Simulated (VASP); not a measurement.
# LiF (Griceite): excitons from the Bethe-Salpeter equation, part 2 of 3

Aim: the optical spectrum of LiF (Griceite) with the electron-hole interaction. The cell is of the rock-salt type, one of the forms listed for this formula, which need not be the common one. The start is a cell from a database of measured crystal structures.

VASP 6.6.1, plane waves and PAW; the level of theory is named at each step.

So far. Step 2 (Ground state): The cell has a gap of 9.04 eV on mesh and path. Step 3 (Empty bands): WAVECAR now holds 40 bands for 8 electrons. Its independent-particle dielectric tensor has xx, yy, zz = 2.1, 2.1, 2.1 on this mesh. It isn't tested for convergence in mesh or bands and lacks local fields, and at a small direct gap a coarse mesh makes it too large, which overscreens the GW step.

### 4. G0W0

This step: G0W0 on PBE; plane waves and PAW (F_GW, Li_GW) (VASP 6.6.1).

G0W0 keeps orbitals and screening fixed and shifts each of the lowest NBANDSGW levels once. LWAVE keeps the quasiparticle levels in WAVECAR, and the W files hold the screened interaction for the next step.

INCAR reads:

```
SYSTEM = LiF
PREC = Accurate
ENCUT = 520
ISMEAR = 0
SIGMA = 0.01
LREAL = .FALSE.
GGA = PE
NBANDS = 40
ALGO = EVGW0
NELMGW = 1
ENCUTGW = 100
NOMEGA = 48
PRECFOCK = Fast
NBANDSGW = 16
LWAVE = .TRUE.
LCHARG = .FALSE.
```

POSCAR reads:

```
LiF
1.0
    0.0000000000      2.0140000000      2.0140000000
    2.0140000000      0.0000000000      2.0140000000
    2.0140000000      2.0140000000      0.0000000000
F Li
1 1
Direct
    0.5000000000      0.5000000000      0.5000000000
    0.0000000000      0.0000000000      0.0000000000
```

KPOINTS reads:

```
Automatic mesh
0
Gamma
4 4 4
0 0 0
```

The projector-augmented-wave data sets are F_GW and Li_GW (PBE family, release 64).

Command:

```bash
mpirun -np 8 vasp_std
```

Output:

```text
[banner, memory and clock lines left out]
running    8 mpi-ranks, on    1 nodes
 distrk:  each k-point on    8 cores,    1 groups
 distr:  one band on    1 cores,    8 groups

 POSCAR found type information on POSCAR F Li
 POSCAR found :  2 types and       2 ions
 [... a notice as in an earlier step ...]

|                                                                             |
|           W    W    AA    RRRRR   N    N  II  N    N   GGGG   !!!           |
|           W    W   A  A   R    R  NN   N  II  NN   N  G    G  !!!           |
|           W    W  A    A  R    R  N N  N  II  N N  N  G       !!!           |
|           W WW W  AAAAAA  RRRRR   N  N N  II  N  N N  G  GGG   !            |
|           WW  WW  A    A  R   R   N   NN  II  N   NN  G    G                |
|           W    W  A    A  R    R  N    N  II  N    N   GGGG   !!!           |
|                                                                             |
|     The default for ENCUTGWSOFT is different in this version of VASP.       |
|     please manually set ENCUTGWSOFT =100 in the INCAR file.                 |
|                                                                             |

 LDA part: xc-table for (Slater+PW92), standard interpolation
 found WAVECAR, reading the header
 POSCAR, INCAR and KPOINTS ok, starting setup
 FFT: planning ... GRIDC
 FFT: planning ... GRID_SOFT
 FFT: planning ... GRID
 reading WAVECAR
 the WAVECAR file was read successfully
 initial charge from wavefunction
 available memory per node:     33.15 GB, setting MAXMEM to     33950

 The Fermi energy was updated, please check that it is located mid-gap
 values below the HOMO (VB) or above the LUMO (CB) will cause erroneous energies
 E-fermi :   1.3221

 calculate exact exchange contribution
 the WAVEDER file was read successfully
energies w=
    0.000    0.000    0.894    0.000    1.785    0.000    2.668    0.000
    3.542    0.000    4.403    0.000    5.250    0.000    6.081    0.000
    6.898    0.000    7.699    0.000    8.486    0.000    9.260    0.000
   10.023    0.000   10.777    0.000   11.524    0.000   12.267    0.000
   13.009    0.000   13.752    0.000   14.500    0.000   15.256    0.000
   16.025    0.000   16.809    0.000   17.615    0.000   18.447    0.000
   19.310    0.000   20.212    0.000   21.159    0.000   22.162    0.000
   23.230    0.000   24.378    0.000   25.618    0.000   26.970    0.000
   28.459    0.000   30.111    0.000   31.967    0.000   34.073    0.000
   36.493    0.000   39.313    0.000   42.652    0.000   46.678    0.000
   51.634    0.000   57.894    0.000   66.055    0.000   77.131    0.000
   93.005    0.000  117.596    0.000  160.653    0.000  255.000    0.000
 responsefunction array rank=      48
 LDA part: xc-table for (Slater+PW92), standard interpolation

 min. memory requirement per mpi rank     46.0 MB, per node    368.3 MB

 allocating   6 responsefunctions rank=    48
 shmem allocating  48 responsefunctions rank=    48
 response function shared by NCSHMEM nodes    1
 Doing            6  frequencies on each core in blocks of           48
NQ=   1    0.0000    0.0000    0.0000,
|.........|.........|.........|.........|.........|.........|.........|.........
 performed         28000 updates of chi_q(r,r)
 total number of BLAS operations          0.17 Gflops
NQ=   2    0.2500    0.0000    0.0000,
|.........|.........|.........|.........|.........|.........|.........|.........
 performed        102000 updates of chi_q(r,r)
 total number of BLAS operations          1.12 Gflops
NQ=   3    0.5000    0.0000    0.0000,
|.........|.........|.........|.........|.........|.........|.........|.........
 performed        153000 updates of chi_q(r,r)
 total number of BLAS operations          1.79 Gflops
NQ=   4    0.2500    0.2500    0.0000,
|.........|.........|.........|.........|.........|.........|.........|.........
 performed        218000 updates of chi_q(r,r)
 total number of BLAS operations          2.76 Gflops
NQ=   5    0.5000    0.2500    0.0000,
|.........|.........|.........|.........|.........|.........|.........|.........
 performed        313000 updates of chi_q(r,r)
 total number of BLAS operations          3.80 Gflops
NQ=   6   -0.2500    0.2500    0.0000,
|.........|.........|.........|.........|.........|.........|.........|.........
 performed        395000 updates of chi_q(r,r)
 total number of BLAS operations          4.75 Gflops
NQ=   7    0.5000    0.5000    0.0000,
|.........|.........|.........|.........|.........|.........|.........|.........
 performed        441000 updates of chi_q(r,r)
 total number of BLAS operations          5.35 Gflops
NQ=   8   -0.2500    0.5000    0.2500,
|.........|.........|.........|.........|.........|.........|.........|.........
 performed        508000 updates of chi_q(r,r)
 total number of BLAS operations          5.90 Gflops
 resolving degeneracies of screened two electron integrals

 calculate QP shifts <psi_nk| G(iteration)W_0 |psi_nk>: iteration 1
 writing wavefunctions
 entering main loop
```

Wall time 3 s (8 MPI ranks of AMD EPYC 9R45, shared host); peak memory 0.77 GiB.

From OUTCAR (step 4):

```text
The static configuration has the point symmetry O_h .

 Found      8 irreducible k-points:

   k-points           NKPTS =      8   k-points in BZ     NKDIM =     64   number of bands    NBANDS=     40

   NELECT =       8.0000    total number of electrons

 E-fermi :   1.3221

 QP shifts <psi_nk| G(iteration)W_0 |psi_nk>: iteration 1
 for sc-GW calculations column KS-energies equals QP-energies in previous step
 and V_xc(KS)=  KS-energies - (<T + V_ion + V_H > + <T+V_H+V_ion>^1  + <V_x>^1)
 k-point   1 :       0.0000    0.0000    0.0000
  band No.  KS-energies  QP-energies   sigma(KS)   V_xc(KS)     V^pw_x(r,r')   Z            occupation Imag(sigma)
      1     -23.2249     -27.8285     -28.0467     -22.3155     -36.5127       0.8032       2.0000       1.0948
      2      -3.2015      -5.7719     -26.0120     -22.8783     -30.6853       0.8202       2.0000       0.1007
      3      -3.2015      -5.7719     -26.0120     -22.8783     -30.6853       0.8202       2.0000       0.1007
      4      -3.2015      -5.7719     -26.0120     -22.8783     -30.6853       0.8202       2.0000       0.1007
      5       5.8457       7.5049      -8.4466     -10.3299      -5.3543       0.8810       0.0000      -0.0667
      6      20.7342      23.3023      -5.3971      -8.4095      -1.5577       0.8525       0.0000      -0.1582
      7      20.7342      23.3023      -5.3971      -8.4095      -1.5577       0.8525       0.0000      -0.1582
      8      20.7342      23.3023      -5.3971      -8.4095      -1.5577       0.8525       0.0000      -0.1582
    ...

 k-point   2 :       0.2500    0.0000    0.0000
  band No.  KS-energies  QP-energies   sigma(KS)   V_xc(KS)     V^pw_x(r,r')   Z            occupation Imag(sigma)
      1     -22.9916     -27.4249     -28.3088     -22.6054     -36.7651       0.7773       2.0000       1.0381
      2      -4.5836      -7.4510     -24.1310     -20.6067     -28.6292       0.8136       2.0000       0.1063
      3      -3.3223      -5.9213     -25.9053     -22.7326     -30.5759       0.8192       2.0000       0.1013
      4      -3.3223      -5.9213     -25.9053     -22.7326     -30.5759       0.8192       2.0000       0.1013
      5       7.1160       8.9818      -8.7436     -10.8636      -5.7028       0.8801       0.0000      -0.0661
      6      14.7337      16.8525      -7.6607     -10.1182      -4.2216       0.8622       0.0000      -0.0918
      7      17.3313      19.6633      -5.5612      -8.2256      -2.0410       0.8752       0.0000      -0.0903
      8      17.3313      19.6633      -5.5612      -8.2256      -2.0410       0.8752       0.0000      -0.0903
    ...

 k-point   3 :       0.5000    0.0000    0.0000
  band No.  KS-energies  QP-energies   sigma(KS)   V_xc(KS)     V^pw_x(r,r')   Z            occupation Imag(sigma)
      1     -22.7433     -27.0544     -28.6209     -22.9414     -37.0628       0.7591       2.0000       0.9799
      2      -5.7433      -8.8282     -22.9350     -19.1119     -27.4222       0.8069       2.0000       0.1179
      3      -3.4393      -6.0701     -25.8212     -22.6127     -30.4947       0.8200       2.0000       0.1001
      4      -3.4393      -6.0701     -25.8212     -22.6127     -30.4947       0.8200       2.0000       0.1001
      5       7.5649       9.3472      -7.0700      -9.0763      -3.9159       0.8884       0.0000      -0.0665
      6      13.5059      16.0493     -10.6799     -13.6900      -7.3640       0.8450       0.0000      -0.0966
      7      15.6818      17.9495      -5.4021      -7.9819      -2.0029       0.8790       0.0000      -0.0768
      8      15.6818      17.9495      -5.4021      -7.9819      -2.0029       0.8790       0.0000      -0.0768
    ...

[... 7 parts as in an earlier step ...]

[... 5 further parts left out ...]
```

This step gave:

```yaml
quasiparticle_gap_on_the_mesh: 13.28 eV
smallest_direct_quasiparticle_gap_on_the_mesh: 13.28 eV
gap_of_the_starting_orbitals_on_the_mesh: 9.047 eV
```

GW takes the gap from 9.047 to 13.277 eV. The value holds for 40 bands, ENCUTGW = 100 eV and this mesh, and isn't shown to be converged in them.

### 5. BSE, Tamm-Dancoff

This step: BSE on G0W0 on PBE; plane waves and PAW (F_GW, Li_GW) (VASP 6.6.1).

The Bethe-Salpeter equation adds the screened attraction of electron and hole to the quasiparticle pairs; ANTIRES = 0 leaves out the coupling to antiresonant pairs.

INCAR reads:

```
SYSTEM = LiF
PREC = Accurate
ENCUT = 520
ISMEAR = 0
SIGMA = 0.01
LREAL = .FALSE.
GGA = PE
NBANDS = 40
ALGO = BSE
NBANDSO = 3
NBANDSV = 4
OMEGAMAX = 25
NEDOS = 1000
CSHIFT = 0.1
PRECFOCK = Fast
LWAVE = .FALSE.
LCHARG = .FALSE.
ENCUTGW = 100
ANTIRES = 0
```

POSCAR is that of step 4.

KPOINTS is that of step 4.

Command:

```bash
mpirun -np 8 vasp_std
```

Output:

```text
[banner, memory and clock lines left out]
running    8 mpi-ranks, on    1 nodes
 distrk:  each k-point on    8 cores,    1 groups
 distr:  one band on    1 cores,    8 groups

 POSCAR found type information on POSCAR F Li
 POSCAR found :  2 types and       2 ions
|                                                                             |
|           W    W    AA    RRRRR   N    N  II  N    N   GGGG   !!!           |
|           W    W   A  A   R    R  NN   N  II  NN   N  G    G  !!!           |
|           W    W  A    A  R    R  N N  N  II  N N  N  G       !!!           |
|           W WW W  AAAAAA  RRRRR   N  N N  II  N  N N  G  GGG   !            |
|           WW  WW  A    A  R   R   N   NN  II  N   NN  G    G                |
|           W    W  A    A  R    R  N    N  II  N    N   GGGG   !!!           |
|                                                                             |
|     For optimal performance we recommend to set                             |
|       NCORE = 2 up to number-of-cores-per-socket                            |
|     NCORE specifies how many cores store one orbital (NPAR=cpu/NCORE).      |
|     This setting can greatly improve the performance of VASP for DFT.       |
|     The default, NCORE=1 might be grossly inefficient on modern             |
|     multi-core architectures or massively parallel machines. Do your        |
|     Unfortunately you need to use the default for GW and RPA                |
|     calculations (for HF NCORE is supported but not extensively tested      |
|     yet).                                                                   |
|                                                                             |

|                                                                             |
|           W    W    AA    RRRRR   N    N  II  N    N   GGGG   !!!           |
|           W    W   A  A   R    R  NN   N  II  NN   N  G    G  !!!           |
|           W    W  A    A  R    R  N N  N  II  N N  N  G       !!!           |
|           W WW W  AAAAAA  RRRRR   N  N N  II  N  N N  G  GGG   !            |
|           WW  WW  A    A  R   R   N   NN  II  N   NN  G    G                |
|           W    W  A    A  R    R  N    N  II  N    N   GGGG   !!!           |
|                                                                             |
|     The default for ENCUTGWSOFT is different in this version of VASP.       |
|     please manually set ENCUTGWSOFT =100 in the INCAR file.                 |
|                                                                             |

 LDA part: xc-table for (Slater+PW92), standard interpolation
 found WAVECAR, reading the header
 POSCAR, INCAR and KPOINTS ok, starting setup
 FFT: planning ... GRIDC
 FFT: planning ... GRID_SOFT
 FFT: planning ... GRID
 reading WAVECAR
 the WAVECAR file was read successfully
 initial charge from wavefunction
 available memory per node:     33.60 GB, setting MAXMEM to     34410

 The Fermi energy was updated, please check that it is located mid-gap
 values below the HOMO (VB) or above the LUMO (CB) will cause erroneous energies
 E-fermi :   0.8665

 the WAVEDER file was read successfully
 responsefunction array rank=      48

 min. memory requirement per mpi rank     40.2 MB, per node    321.3 MB

 Doing            0  frequencies on each core in blocks of            0
 Found all WFULLXXXX.tmp files
 reading now WFULL0001.tmp
 reading now WFULL0002.tmp
 reading now WFULL0003.tmp
 reading now WFULL0004.tmp
 reading now WFULL0005.tmp
 reading now WFULL0006.tmp
 reading now WFULL0007.tmp
 reading now WFULL0008.tmp
 parallelization over k-points
 Using distributed matrix
 Using distributed eigensolver
 allocating two-electron 4 orbital integral table    3    4    3    4
 BSE setting up matrix
 available memory per node:     33.60 GB, setting MAXMEM to     34404
 Calculate matrix elements of the BSE Hamiltonian:
 Workload is divided into blocks of two-electron 4 orbital integrals computed in
  parallel.
 Each block/integral has dimensions  of (   3,   4,   3,   4) orbitals
 Total number of blocks/integrals:                 2080
 Number of spins:                                     1
 Number of kpoints:                                  64
 Spin channel:                                        1
  Number of blocks of unoccupied bands:               1
  Number of blocks of occupied bands:                 1
 Number of rows/columns of blocks:                   64

                                                        Time (sec)
               Integrals                 Ranks       Real         CPU
  [         1 -        512/      2080]     8         0.12        0.00
  [       513 -       1024/      2080]     8         0.24        0.00
  [      1025 -       1536/      2080]     8         0.35        0.00
  [      1537 -       2048/      2080]     8         0.46        0.00
  [      2049 -       2080/      2080]     8         0.47        0.00

 BSE redistributing all elements
 BSE diagonalizing matrix PDSYEVX_ZHEEVX_DESC
 BSE calculating oscillator strength
```

Run time: 1.4 s. Hardware: 8 MPI ranks; peak memory 0.79 GiB; 6.3 s of CPU time.

From OUTCAR (step 5):

```text
   NELECT =       8.0000    total number of electrons

 E-fermi :   0.8665

[... 8 parts as in an earlier step ...]

[... 2 further parts left out ...]
```

Numbers from this step:

* lowest excitation: 10.69 eV
* direct gap less the lowest excitation: 2.590 eV

The imaginary dielectric function, xx has structure finer than the step of the table below, so its rows give means over 0.5 eV, whole bins alone (the curve runs from 0 to 25 eV). Peaks (eV: height): 10.71: 12.8, 12.01: 9.02, 14.64: 3.02, 18.22: 2.84, 18.84: 2.60, 19.29: 2.73, 20.80: 4.26.

From 3 filled and 4 empty bands alone, without any pair above OMEGAMAX = 25 eV, so strength is missing wherever others contribute; lines are broadened by CSHIFT, which also makes the tail under the first line. Table of imaginary dielectric function, xx by photon energy; means over each step:

```csv
photon energy (eV),"imaginary dielectric function, xx"
1.0,8.8e-4
1.5,0.00136
2.0,0.00184
2.5,0.00238
3.0,0.00297
3.5,0.00366
4.0,0.00444
4.5,0.00537
5.0,0.00650
5.5,0.00791
6.0,0.00968
6.5,0.0120
7.0,0.0152
7.5,0.0198
8.0,0.0270
8.5,0.0389
9.0,0.0620
9.5,0.119
10.0,0.351
10.5,5.07
11.0,2.45
11.5,0.661
12.0,4.33
12.5,0.562
13.0,0.317
13.5,0.771
14.0,0.212
14.5,1.38
15.0,1.34
15.5,0.306
16.0,1.38
16.5,1.05
17.0,0.443
17.5,0.159
18.0,1.01
18.5,1.09
19.0,1.64
19.5,0.983
20.0,0.336
20.5,1.20
21.0,1.92
21.5,1.55
22.0,0.875
22.5,0.452
23.0,0.163
23.5,0.0403
24.0,0.0233
24.5,0.0164
```

(Continued in part 3 of 3.)

[Lines on the potential files, build, host, timing and source positions are cut from VASP's logs without a mark.]

[Logs are printed without paths, hosts, clocks, repeated set-up lines and the standing remarks that a program may print on its own settings, such as how far it seeks lower states.]

[Hosts, paths, dates, database ids (printed as entryN), source tags and the programs' standing remarks are cut or masked in the printed files.]

[Pressures printed for these runs are not shown converged in the cutoff: they can be off by several GPa and have the wrong sign.]

[In band tables of VASP the shares of atoms and orbitals are scaled to a sum of 1 inside the atoms' spheres.]
